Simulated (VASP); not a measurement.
NaF (rock salt):

```xyz
2
Lattice="0.0000 2.3150 2.3150 2.3150 0.0000 2.3150 2.3150 2.3150 0.0000" Properties=species:S:1:pos:R:3 pbc="T T T"
Na     0.0000     0.0000     0.0000
F      2.3150     2.3150     2.3150
```

The lowest empty band near Γ, direction [110], from mBJ (TB09) with spin-orbit coupling in VASP (PAW); its two spin partners are averaged. The gap over the points computed is 11.06 eV, and the next band on that side lies 11.81 eV away at the edge.

Numerical set-up: 520 eV cut-off, 11×11×11 Γ-centred mesh, Gaussian smearing of 0.050 eV, potentials Na_pv F.

| distance from the edge in k (1/Å) | distance in energy (meV) |
|---|---|
| 0.025 | 3.5 |
| 0.035 | 6.8 |
| 0.050 | 13.9 |
| 0.070 | 27.2 |

Q: Fit E(1 + αE) = ħ²k²/2m* (ħ²/2m0 = 3.810 eV Å²) and predict the row at 0.095 1/Å.

A: The rows don't resolve α, so a parabola serves: the electron mass is m* = 0.686 m0, and so 50.1 meV. The run gave 49.8 meV, -0.3 meV from the fit.

Left out are points under 3 meV from the edge, since the levels carry 0.1 meV, and points farther than half the way to the next band.

The compound is NaF in the rock salt structure. The cell was not relaxed at this level.
